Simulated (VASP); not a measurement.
An input for Quantum ESPRESSO's pw.x (written as the equivalent of a VASP run, and not itself run):

```
&CONTROL
  calculation = 'scf'
  pseudo_dir = './pseudo'
  outdir = './out'
  tprnfor = .true.
  tstress = .true.
/
&SYSTEM
  ibrav = 0
  nat = 5
  ntyp = 3
  ecutwfc = 98
  occupations = 'smearing'
  smearing = 'fermi-dirac'
  degauss = 0.00735
  input_dft = 'pz'
/
&ELECTRONS
  conv_thr = 7.3e-08
  electron_maxstep = 100
/
ATOMIC_SPECIES
  Ni 58.693 Ni.upf
  B 10.810 B.upf
  W 183.840 W.upf
CELL_PARAMETERS angstrom
    -1.5399190    2.1936740    3.4088080
     1.5399190   -2.1936740    3.4088080
     1.5399190    2.1936740   -3.4088080
ATOMIC_POSITIONS crystal
  Ni   0.0000000  0.0000000  0.0000000
  B    0.7038100  0.5000000  0.2038100
  B    0.2961900  0.5000000  0.7961900
  W    0.7005900  0.2005900  0.5000000
  W    0.2994100  0.7994100  0.5000000
K_POINTS automatic
  8 8 8 0 0 0
```

### Question
Translate this input to VASP (INCAR, KPOINTS, POSCAR, choice of POTCAR).

### Answer
One answer among several that fit: 
KPOINTS:
```
kpoints
0
Gamma
8 8 8
0 0 0
```

POSCAR:
```
Ni(BW)2
1
   -1.5399190000     2.1936740000     3.4088080000
    1.5399190000    -2.1936740000     3.4088080000
    1.5399190000     2.1936740000    -3.4088080000
Ni B W
1 2 2
Direct
  0.0000000000   0.0000000000   0.0000000000
  0.7038100000   0.5000000000   0.2038100000
  0.2961900000   0.5000000000   0.7961900000
  0.7005900000   0.2005900000   0.5000000000
  0.2994100000   0.7994100000   0.5000000000
```

**INCAR**
```
! general
SYSTEM  = Ni(BW)2
PREC    = Accurate
ENCUT   = 400
LREAL   = F   ! projection in real space or not
LASPH   = T

! electronic loop
EDIFF   = 1E-6
NELM    = 100   ! most electronic steps
ALGO    = Normal
LMAXMIX = 6   ! l cut-off of mixed one-centre charges

! smearing
ISMEAR  = -1   ! Fermi-Dirac
SIGMA   = 0.1   ! width (eV)

! ions
ISIF    = 2

! output
LWAVE   = F
LCHARG  = F
```

POTCAR, in this order: Ni B W_sv (LDA.64 set). Program: vasp_std.

Limits of the translation: the potentials are each code's own (VASP's PAW set, PseudoDojo norm-conserving files in pw.x), so ENCUT and ecutwfc are chosen apart and not converted; conv_thr bounds pw.x's estimated SCF error, while EDIFF bounds the energy change between steps.

The structure comes from a computed database's NiW2B2 entry; how it stands against other phases isn't given here. The cell was not relaxed at this level, and its volume differs by -5.9 % from the start's. The k-mesh is coarse (spacing up to 0.31 per Å, 2π included), so the numbers may not be converged in it.
